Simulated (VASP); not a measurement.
SiC (zinc blende):

```xyz
2
Lattice="0.0000 2.1800 2.1800 2.1800 0.0000 2.1800 2.1800 2.1800 0.0000" Properties=species:S:1:pos:R:3 pbc="T T T"
Si     0.0000     0.0000     0.0000
C      1.0900     1.0900     1.0900
```

The lowest empty band near X, direction along the valley's axis, from PBE with spin-orbit coupling in VASP (PAW); its two spin partners are averaged. The gap over the points computed is 1.35 eV, and the next band on that side lies 2.96 eV away at the edge.

Settings: 520 eV cut-off, 12×12×12 Γ-centred mesh, Gaussian smearing of 0.050 eV, potentials Si C.

| distance from the edge in k (1/Å) | distance in energy (meV) |
|---|---|
| 0.025 | 3.6 |
| 0.035 | 7.0 |
| 0.050 | 14.2 |
| 0.070 | 27.8 |

Question: Fit E(1 + αE) = ħ²k²/2m* (ħ²/2m0 = 3.810 eV Å²) and predict the row at 0.095 1/Å.

Answer: The rows don't resolve α, so a parabola serves: the electron mass is m* = 0.671 m0, and so 51.2 meV. The run gave 51.2 meV, -0.0 meV from the fit.

Left out are points under 3 meV from the edge, since the levels carry 0.1 meV, and points farther than half the way to the next band.

The compound is SiC in the zinc blende structure. The cell was not relaxed at this level.
